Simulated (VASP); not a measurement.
Crystal: Nb2SnSe.

```xyz
4
Lattice="4.7833 0.0000 0.0000 0.0000 4.7833 0.0000 0.0000 0.0000 4.4447" Properties=species:S:1:pos:R:3 pbc="T T T"
Nb    0.0000    2.3916    0.0000
Nb    2.3916    0.0000    0.0000
Sn    0.0000    0.0000    0.0000
Se    0.0000    0.0000    2.2223
```

The cell was built by a generator and needn't be a form met in nature.

```yaml
Program: VASP 6.6.1
Task: relaxation of cell and atoms
Functional: PBE
Potentials_or_basis: VASP PAW PBE potentials, release 64 (Nb_sv, Sn_d, Se)
Cutoff: 520 eV
k_mesh: 3 × 3 × 4
Occupations: gaussian, width 0.15 eV
Spin: no spin polarisation
```

At the start: pressure 38.3 GPa; volume 25.42 Å³/atom.

Where does the relaxation end?

Over 9 steps the energy falls by 1125.5 meV/atom and the volume is 37.39 Å³/atom (+47.1 %); space group P4/mmm (No. 123, to 0.05 Å).

Step by step:
```csv
step,energy change (eV),largest force (eV/Å),pressure (GPa),volume (Å³)
1,0.0000,0.0000,38.31,101.69
2,-1.9130,0.0000,-9.15,218.48
3,-4.3931,0.0000,-1.60,151.67
4,-4.4274,0.0000,-0.59,149.78
5,-4.4862,0.0000,0.74,147.48
6,-4.4968,0.0000,0.33,148.01
7,-4.4996,0.0000,0.38,147.96
8,-4.5001,0.0000,0.41,147.90
9,-4.5019,0.0000,0.01,149.57
```

Final structure:
```
Nb Sn Se
1.0
     5.22465    0.00000    0.00000
     0.00000    5.22465    0.00000
     0.00000    0.00000    5.47948
Nb Sn Se
2 1 1
Direct
  0.00000 0.50000 0.00000
  0.50000 0.00000 0.00000
  0.00000 0.00000 0.00000
  0.00000 0.00000 0.50000
```

Caveat: the k mesh is coarse (spacing up to 0.44 Å⁻¹), so the values aren't converged; the volume moved by over 15 % at a fixed basis, so the end points are rough.
